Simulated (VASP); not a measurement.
A run of VASP 6.6.1 is set up as follows.

The input INCAR:

```
  ALGO = Normal
  EDIFF = 1E-7
  ENCUT = 520
  GGA = PE
  ISIF = 2
  ISMEAR = -1
  LASPH = T
  LCHARG = T
  LELF = T
  LREAL = F
  LVHAR = T
  LWAVE = F
  NBANDS = 54
  NELM = 100
  PREC = Accurate
  SIGMA = 0.0144
```

File KPOINTS:

```
k-points
0
Gamma
  4 4 4
```

Contents of POSCAR:

```
K2TlMoF6
1.0
    0.0000000000      4.5921350000      4.5921350000
    4.5921350000      0.0000000000      4.5921350000
    4.5921350000      4.5921350000      0.0000000000
Tl K F Mo
1 2 6 1
Direct
    0.5000000000      0.5000000000      0.5000000000
    0.2500000000      0.2500000000      0.2500000000
    0.7500000000      0.7500000000      0.7500000000
    0.7820000000      0.2180000000      0.2180000000
    0.2180000000      0.7820000000      0.2180000000
    0.2180000000      0.7820000000      0.7820000000
    0.7820000000      0.2180000000      0.7820000000
    0.2180000000      0.2180000000      0.7820000000
    0.7820000000      0.7820000000      0.2180000000
    0.0000000000      0.0000000000      0.0000000000
```

Potentials or basis: VASP PAW PBE potentials, release 64 (Tl_d, K_sv, F, Mo_sv).

Run with:

```sh
$ cat potpaw_PBE.64/Tl_d/POTCAR potpaw_PBE.64/K_sv/POTCAR potpaw_PBE.64/F/POTCAR potpaw_PBE.64/Mo_sv/POTCAR > POTCAR
$ mpirun -np 1 vasp_std > vasp.out
```

Question: Predict the band gap on the k mesh.

Answer: None (metal or under the smearing width).

Question: Estimate the pressure.

Answer: 3.7 GPa.

Question: Predict the largest force.

Answer: 0.679 eV/Å.

Forces in eV/Å, atoms in the order of the input:
```
Tl   0.000  0.000  0.000
K    0.000  0.000  0.000
K    0.000  0.000  0.000
F    0.679  0.000  0.000
F    0.000  0.679  0.000
F   -0.679  0.000  0.000
F    0.000 -0.679  0.000
F    0.000  0.000  0.679
F    0.000  0.000 -0.679
Mo   0.000  0.000  0.000
```

Caveat: an odd number of electrons without spin polarisation forces a metal; a magnetic or distorted state may lie lower. The run has no spin-orbit coupling, so splittings on Tl are missing.
